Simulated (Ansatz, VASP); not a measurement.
# Ge71P (amorphous Ge): VASP beside Ansatz, part 2 of 2

Wanted: the spread between two codes on one cell, functional and k mesh. Of the first pair: The structure shown is the start of the Ansatz relaxation below; VASP solves that cell, so the two are compared at the walk's first step.

VASP 6.6.1 and Ansatz 0.2.0.

So far. Step 4 (Comparison): The forces differ by 2.5 meV/Å r.m.s., which is 3.1 % of the r.m.s. force of 0.078 eV/Å (both taken over all components). Moments aren't recorded for both runs of this pair, so they may hold unlike magnetic states.

## 5. Ansatz: relaxation, PBE

Level of this step: Ansatz beside VASP: Kohn-Sham DFT, plane waves, PBE (Ansatz).

This run makes the geometry at which the two programs are then compared.

The structure compared here is the end of the Ansatz relaxation.

input.yaml reads:

```yaml
crystal:
  lattice:
    - [11.9803, 0.0, 0.0]
    - [0.0, 11.9803, 0.0]
    - [0.0, 0.0, 11.9803]
  atoms:
    - { symbol: Ge, position: [0.26192, 0.99282, 0.76495] }
    - { symbol: Ge, position: [0.37674, 0.57999, 0.3903] }
    - { symbol: Ge, position: [0.77582, 0.82576, 0.78435] }
    - { symbol: Ge, position: [0.37477, 0.32804, 0.85695] }
    - { symbol: Ge, position: [0.13398, 0.06089, 0.5089] }
    - { symbol: Ge, position: [0.21284, 0.61799, 0.64254] }
    - { symbol: Ge, position: [0.95574, 0.91474, 0.17532] }
    - { symbol: Ge, position: [0.06494, 0.42267, 0.54395] }
    - { symbol: Ge, position: [0.93858, 0.5592, 0.94666] }
    - { symbol: Ge, position: [0.00223, 0.98534, 0.95595] }
    - { symbol: Ge, position: [0.56308, 0.21322, 0.28791], spin: 0.6 }
    - { symbol: Ge, position: [0.62576, 0.96591, 0.72835] }
    - { symbol: Ge, position: [0.11105, 0.8547, 0.82892] }
    - { symbol: Ge, position: [0.67261, 0.07649, 0.5554] }
    - { symbol: Ge, position: [0.55168, 0.81444, 0.38896] }
    - { symbol: Ge, position: [0.24243, 0.91295, 0.42408] }
    - { symbol: Ge, position: [0.49782, 0.14906, 0.47467] }
    - { symbol: Ge, position: [0.23409, 0.68192, 0.03677] }
    - { symbol: Ge, position: [0.73943, 0.38139, 0.59662] }
    - { symbol: Ge, position: [0.41825, 0.40203, 0.04814] }
    - { symbol: Ge, position: [0.07088, 0.10067, 0.13898] }
    - { symbol: Ge, position: [0.24325, 0.31106, 0.30794] }
    - { symbol: Ge, position: [0.6489, 0.95702, 0.04783], spin: 0.6 }
    - { symbol: Ge, position: [0.67292, 0.61297, 0.01208] }
    - { symbol: Ge, position: [0.26885, 0.90173, 0.223] }
    - { symbol: Ge, position: [0.87766, 0.27985, 0.77929] }
    - { symbol: Ge, position: [0.37439, 0.71607, 0.73886] }
    - { symbol: Ge, position: [0.69486, 0.63388, 0.80368] }
    - { symbol: Ge, position: [0.66875, 0.39417, 0.2537] }
    - { symbol: Ge, position: [0.56007, 0.62773, 0.4829] }
    - { symbol: P, position: [0.68936, 0.06223, 0.21993], spin: 0.6 }
    - { symbol: Ge, position: [0.54224, 0.37744, 0.70979] }
    - { symbol: Ge, position: [0.53004, 0.59043, 0.6874] }
    - { symbol: Ge, position: [0.15877, 0.46931, 0.2062] }
    - { symbol: Ge, position: [0.87387, 0.36097, 0.24166] }
    - { symbol: Ge, position: [0.82415, 0.86726, 0.98605] }
    - { symbol: Ge, position: [0.89495, 0.86081, 0.37758] }
    - { symbol: Ge, position: [0.94302, 0.30056, 0.42683] }
    - { symbol: Ge, position: [0.72648, 0.51645, 0.42153] }
    - { symbol: Ge, position: [0.85282, 0.17661, 0.58083] }
    - { symbol: Ge, position: [0.34974, 0.56129, 0.16846] }
    - { symbol: Ge, position: [0.62096, 0.41555, 0.04954] }
    - { symbol: Ge, position: [0.43459, 0.76884, 0.22107] }
    - { symbol: Ge, position: [0.38672, 0.27892, 0.59552] }
    - { symbol: Ge, position: [0.0806, 0.32455, 0.72927] }
    - { symbol: Ge, position: [0.22366, 0.70776, 0.45086] }
    - { symbol: Ge, position: [0.9656, 0.21262, 0.97753] }
    - { symbol: Ge, position: [0.71191, 0.94579, 0.39095], spin: 0.6 }
    - { symbol: Ge, position: [0.21683, 0.17377, 0.67066] }
    - { symbol: Ge, position: [0.10922, 0.7785, 0.16805] }
    - { symbol: Ge, position: [0.85487, 0.50677, 0.74827] }
    - { symbol: Ge, position: [0.65217, 0.28036, 0.87629] }
    - { symbol: Ge, position: [0.96181, 0.82195, 0.68322] }
    - { symbol: Ge, position: [0.9813, 0.61685, 0.60753] }
    - { symbol: Ge, position: [0.95067, 0.97717, 0.54485] }
    - { symbol: Ge, position: [0.22274, 0.46562, 0.79598] }
    - { symbol: Ge, position: [0.42927, 0.95088, 0.47858] }
    - { symbol: Ge, position: [0.85416, 0.17485, 0.15482], spin: 0.6 }
    - { symbol: Ge, position: [0.11903, 0.63477, 0.87393] }
    - { symbol: Ge, position: [0.89721, 0.64845, 0.40855] }
    - { symbol: Ge, position: [0.09175, 0.17711, 0.34469] }
    - { symbol: Ge, position: [0.27087, 0.41722, 0.48391] }
    - { symbol: Ge, position: [0.00187, 0.40348, 0.07332] }
    - { symbol: Ge, position: [0.56871, 0.07988, 0.89628] }
    - { symbol: Ge, position: [0.28264, 0.0754, 0.10954] }
    - { symbol: Ge, position: [0.85117, 0.68398, 0.0938] }
    - { symbol: Ge, position: [0.54461, 0.77307, 0.04716] }
    - { symbol: Ge, position: [0.43153, 0.90372, 0.67415] }
    - { symbol: Ge, position: [0.38898, 0.24182, 0.17924] }
    - { symbol: Ge, position: [0.37595, 0.79362, 0.93595] }
    - { symbol: Ge, position: [0.08022, 0.63213, 0.3145] }
    - { symbol: Ge, position: [0.36999, 0.00927, 0.9344] }
magnetization:
  spin_polarized: true
kpoints:
  mp_grid: { grid: [1, 1, 1] }
hamiltonian:
  xc: pbe
scf:
  occupations: { method: fermi_dirac, width: 0.025 }
  lower_state_search: "off"
output:
  forces: true
  eigenvalues: true
relax:
  f_tol: 0.05
  max_steps: 90
```

The run is started by

```
> ansatz run input.yaml --threads 4 --pin off --max-ram 15872MiB --backend cpu --events-out ev --progress --plain --runs-dir out
```

Numbers of over 12 decimals in the logs are rounded to 6 here.

The program printed:

```text
[...]
Crystal: 72 atoms, lattice volume = 1719.504 Å³
Basis set: ecut = 420 eV, 33401 PW (Γ), exchange–correlation on 162×162×162 points (8 copies of the dense FFT grid, shifted against one another)
Bands: 602, of which v1, the nominal top of the filled ones, is band 500 counted from 1 (499 counted from 0)
Symmetry: 1 space group operations
[...]
k-points: 1
[...]
Starting moments: Σ|m| = 3 μB on 5 of 72 sites
[...]
- { symbol: Ge, position: [0.370083, 0.331307, 0.854948] }
    - { symbol: Ge, position: [0.133865, 0.061669, 0.501486] }
    - { symbol: Ge, position: [0.212863, 0.620413, 0.642562] }
    - { symbol: Ge, position: [0.957479, 0.914678, 0.175981] }
    - { symbol: Ge, position: [0.065724, 0.426218, 0.539861] }
[...]
- { symbol: P, position: [0.685368, 0.065028, 0.218808] }
[...]
- { symbol: Ge, position: [0.387473, 0.237991, 0.173185] }
    - { symbol: Ge, position: [0.376870, 0.795921, 0.936105] }
    - { symbol: Ge, position: [0.083143, 0.633700, 0.315147] }
    - { symbol: Ge, position: [0.372267, 0.012658, 0.932890] }
```

## 6. VASP: single point, PBE, relaxed cell, pair 2

The same cell, functional, mesh and smearing now go to VASP, with its own data sets.

INCAR reads:

```
SYSTEM = Ge71P
PREC = Accurate
ENCUT = 410
EDIFF = 1E-06
NELM = 200
ISMEAR = -1
SIGMA = 0.025
LREAL = Auto
ALGO = Normal
GGA = PE
NBANDS = 584
ISPIN = 2
MAGMOM = -0 0 0 0 0 0 -0 0 0 0 0 0 0 0 -0 -0 0 0 0 0 -0 0 -0 0 -0 0 0 0 0 -0 0 0 0 0 0 0 0 0 0 0 0 0 0 0 -0 0 -0 0 0 0 0 0 0 0 0 -0 0 0 0 0 0 -0 0 0 -0 0 0 -0 0 0 0 0
LORBIT = 11
LWAVE = .FALSE.
LCHARG = .FALSE.
ISIF = 2
LASPH = .TRUE.
GGA_COMPAT = .FALSE.
NCORE = 2
```

POSCAR reads:

```
Ge71P
1.0
   11.9803000000      0.0000000000      0.0000000000
    0.0000000000     11.9803000000      0.0000000000
    0.0000000000      0.0000000000     11.9803000000
Ge P
71 1
Direct
    0.2639600000      0.9936700000      0.7639000000
    0.3819600000      0.5749000000      0.3913200000
    0.7776000000      0.8284200000      0.7924200000
    0.3700800000      0.3313100000      0.8549500000
    0.1338700000      0.0616700000      0.5014900000
    0.2128600000      0.6204100000      0.6425600000
    0.9574800000      0.9146800000      0.1759800000
    0.0657200000      0.4262200000      0.5398600000
    0.9349400000      0.5579700000      0.9511800000
    0.9908500000      0.9917400000      0.9349800000
    0.5604400000      0.2099900000      0.2863900000
    0.6274800000      0.9673100000      0.7307000000
    0.1156100000      0.8574100000      0.8353500000
    0.6752500000      0.0767800000      0.5535400000
    0.5510100000      0.8135800000      0.3861300000
    0.2434100000      0.9106200000      0.4227000000
    0.4986200000      0.1451300000      0.4748400000
    0.2350100000      0.6818800000      0.0367900000
    0.7397900000      0.3800400000      0.6004900000
    0.4166900000      0.4023100000      0.0459700000
    0.0657600000      0.0949000000      0.1326300000
    0.2438900000      0.3073200000      0.3056700000
    0.6516400000      0.9592900000      0.0496700000
    0.6720900000      0.6125700000      0.0128600000
    0.2684100000      0.9018600000      0.2214500000
    0.8811100000      0.2813300000      0.7774100000
    0.3752900000      0.7158500000      0.7394200000
    0.6969100000      0.6347400000      0.8046700000
    0.6549800000      0.3992800000      0.2551500000
    0.5669300000      0.6264700000      0.4805300000
    0.5426000000      0.3773400000      0.7138400000
    0.5329300000      0.5915900000      0.6858000000
    0.1556700000      0.4676600000      0.2086300000
    0.8614800000      0.3644900000      0.2437600000
    0.8290900000      0.8661900000      0.9980300000
    0.8961900000      0.8627700000      0.3756200000
    0.9438900000      0.3026100000      0.4230200000
    0.7356600000      0.5125300000      0.4249500000
    0.8548700000      0.1795900000      0.5789400000
    0.3488600000      0.5588800000      0.1706900000
    0.6205300000      0.4144200000      0.0484200000
    0.4322300000      0.7666500000      0.2197300000
    0.3893000000      0.2781200000      0.5950200000
    0.0823500000      0.3224800000      0.7220100000
    0.2289900000      0.7051900000      0.4493400000
    0.9532500000      0.2114900000      0.9807500000
    0.7109500000      0.9476300000      0.3843600000
    0.2175100000      0.1713700000      0.6646500000
    0.1097600000      0.7781800000      0.1673600000
    0.8569700000      0.5073000000      0.7510400000
    0.6608200000      0.2803200000      0.8777300000
    0.9633500000      0.8284500000      0.6910800000
    0.9853500000      0.6217100000      0.6141400000
    0.9524500000      0.9762600000      0.5446100000
    0.2191100000      0.4659300000      0.7920400000
    0.4292900000      0.9480300000      0.4800200000
    0.8502400000      0.1705600000      0.1640000000
    0.1169400000      0.6313800000      0.8783500000
    0.9024900000      0.6531500000      0.4148800000
    0.0878900000      0.1765500000      0.3358800000
    0.2728600000      0.4133200000      0.4803900000
    0.9936300000      0.4021600000      0.0791500000
    0.5725000000      0.0833000000      0.8986600000
    0.2789200000      0.0739100000      0.1054400000
    0.8486300000      0.6791000000      0.1029400000
    0.5453400000      0.7742600000      0.0488400000
    0.4336300000      0.9029400000      0.6754100000
    0.3874700000      0.2379900000      0.1731900000
    0.3768700000      0.7959200000      0.9361100000
    0.0831400000      0.6337000000      0.3151500000
    0.3722700000      0.0126600000      0.9328900000
    0.6853700000      0.0650300000      0.2188100000
```

KPOINTS reads:

```
Automatic mesh
0
Gamma
1 1 1
0 0 0
```

PAW data sets: Ge_d and P (PBE family, release 64).

The run is started by

```
> mpirun -np 8 vasp_gam
```

The program printed:

```text
[... set-up lines as in an earlier step ...]
 entering main loop
       N       E                     dE             d eps       ncg     rms          rms(c)
DAV:   1     0.189106872497E+05    0.18911E+05   -0.35839E+05  2384   0.476E+03
DAV:   2     0.434292981608E+04   -0.14568E+05   -0.14069E+05  2336   0.107E+03
DAV:   3     0.539552907904E+03   -0.38034E+04   -0.36450E+04  2336   0.297E+02
DAV:   4    -0.232524640529E+03   -0.77208E+03   -0.70973E+03  2632   0.126E+02
[...]
DAV:  17    -0.311094599102E+03   -0.19224E-04   -0.17300E-04  2848   0.466E-02    0.481E-03
DAV:  18    -0.311094601416E+03   -0.23139E-05   -0.26832E-05  2184   0.300E-02    0.267E-03
DAV:  19    -0.311094601628E+03   -0.21138E-06   -0.26765E-06  1840   0.176E-02
   1 F= -.31109460E+03 E0= -.31107704E+03  d E =-.351314E-01  mag=     0.0025
```

Parts of OUTCAR (step 6):

```text
  FREE ENERGIE OF THE ION-ELECTRON SYSTEM (eV)
  ---------------------------------------------------
  free  energy   TOTEN  =      -311.0946016275 eV

  energy  without entropy=     -311.0594701832  energy(sigma->0) =     -311.07703591

 magnetization (x)
# of ion       s       p       d       tot
------------------------------------------
    1        0.000  -0.000   0.000  -0.000
    2        0.000   0.000   0.000   0.000
    3       -0.000   0.000   0.000   0.000
    4        0.000   0.000   0.000   0.000
    5       -0.000   0.000   0.000   0.000
    6        0.000   0.000   0.000   0.000
    7        0.000  -0.000   0.000   0.000
    8       -0.000   0.000   0.000   0.000
    9       -0.000   0.000   0.000   0.000
   10       -0.000   0.000   0.000   0.000
   11       -0.000  -0.000   0.000  -0.000
   12       -0.000   0.000   0.000   0.000
   13        0.000   0.000   0.000   0.000
[...]
--------------------------------------------------
tot          0.000   0.001   0.000   0.001
```

The run ends at a pressure of 0.10 GPa, with forces up to 0.042 eV/Å.

## 7. Differences

At this near-relaxed geometry the largest component of a force difference is 7 meV/Å.

## 8. What came out

| Quantity | Value |
| --- | --- |
| r.m.s. force difference (single point, PBE, start cell, pair 1) | 2.5 meV/Å |
| r.m.s. force difference (single point, PBE, relaxed cell, pair 2) | 2.4 meV/Å |

What this shows: The r.m.s. force difference is 2.5 meV/Å (single point, PBE, start cell, pair 1), within the 12 meV/Å picked in this series as the mark of a large difference. Such differences can come from data sets, numerical settings and the points named under the comparisons, not from the functional's error against experiment.

[Lines on the potential files, build, host, timing and source positions are cut from VASP's logs without a mark.]

[Logs are printed without paths, hosts, clocks, repeated set-up lines and the standing remarks that a program may print on its own settings, such as how far it seeks lower states.]

[Hosts, paths, dates, database ids (printed as entryN), source tags and the programs' standing remarks are cut or masked in the printed files.]
